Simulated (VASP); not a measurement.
Consider the following.

```
CELL_PARAMETERS angstrom
      1.49657    -2.59213     0.00000
      1.49657     2.59213     0.00000
      0.00000     0.00000     5.85101
ATOMIC_POSITIONS crystal
  Cd 0.33333 0.66667 0.25000
  Cd 0.66667 0.33333 0.75000
```

The numbers are results of PBE GGA, VASP's PBE PAW potentials (set 64) (plane waves; VASP), not measurements. Settings: 480 eV cut-off, 14×14×6 Γ-centred mesh, first-order Methfessel-Paxton smearing of 0.10 eV, potentials Cd.

Each relaxation starts from this cell; other phases were not tried.

Problem. The cell is relaxed at 20 GPa. What happens?

Solution. The volume per atom goes from 22.70 to 17.95 Å³ (-20.9 %), and the cell becomes a = 2.9066 Å, b = 2.9066 Å, c = 4.9067 Å, α = 90.00°, β = 90.00°, γ = 120.00°, space group P6_3/mmc.

Problem. The cell is relaxed at 30 GPa. What happens?

Solution. The volume per atom goes from 22.70 to 16.89 Å³ (-25.6 %), and the cell becomes a = b = 2.8594 Å, c = 4.7704 Å, α = β = 90.00°, γ = 120.00°, space group P6_3/mmc.

Failed runs are left out, and for metals the shear rows, which the mesh's noise covers.

The compound is Cd in the hcp structure.
